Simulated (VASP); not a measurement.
Write the native input for VASP 6.6.1 that does the following.

```yaml
Task: single point
Functional: PBE
Potentials_or_basis: VASP PAW PBE potentials, release 64 (Sr_sv, Si)
Cutoff: 520 eV
k_mesh: 3 × 3 × 3
Occupations: fermi-dirac, width 0.1 eV
Spin: no spin polarisation
Dipole_correction: no
Further_INCAR_settings: ALGO = Fast; EDIFF = 1e-06; NBANDS = 22
```

The structure of SrSi lies in POSCAR:

```
SrSi
1.0
    4.7000100000     -0.5304340000      1.2249920000
    0.1377160000      4.9088760000      0.1754950000
    0.5720450000      1.0448230000      5.6372350000
Sr Si
2 2
Direct
    0.4986462117      0.8337840274      0.7684158017
    0.1435241790      0.3849285912      0.4960642914
    0.8642926196      0.5449049721      0.0848375768
    0.9962226272      0.0260890342      0.1521765114
```

The cell was built by a generator and needn't be a form met in nature.

One way to write it, as run:

INCAR

```
ALGO = Fast ; EDIFF = 1E-6
ENCUT = 520 ; GGA = PE
ISIF = 2 ; ISMEAR = -1
LASPH = T ; LCHARG = F
LREAL = F ; LWAVE = F
NBANDS = 22 ; NELM = 80
PREC = Accurate ; SIGMA = 0.1
```

KPOINTS

```
k-points
0
Gamma
  3 3 3
```

Potentials or basis: VASP PAW PBE potentials, release 64 (Sr_sv, Si).

Command:

```sh
$ cat potpaw_PBE.64/Sr_sv/POTCAR potpaw_PBE.64/Si/POTCAR > POTCAR
$ mpirun -np 1 vasp_std > vasp.out
```

Results of the run:

The pressure is -1.9 GPa. The largest force is 0.913 eV/Å and the band gap on the k mesh is none (metal or under the smearing width).

Caveat: the k mesh is coarse (spacing up to 0.46 Å⁻¹), so the values aren't converged.

It took 76 s on 1 thread of Intel(R) Xeon(R) Platinum 8259CL CPU @ 2.50GHz (Skylake/Cascade Lake) (shared host), peak memory 0.26 GiB.
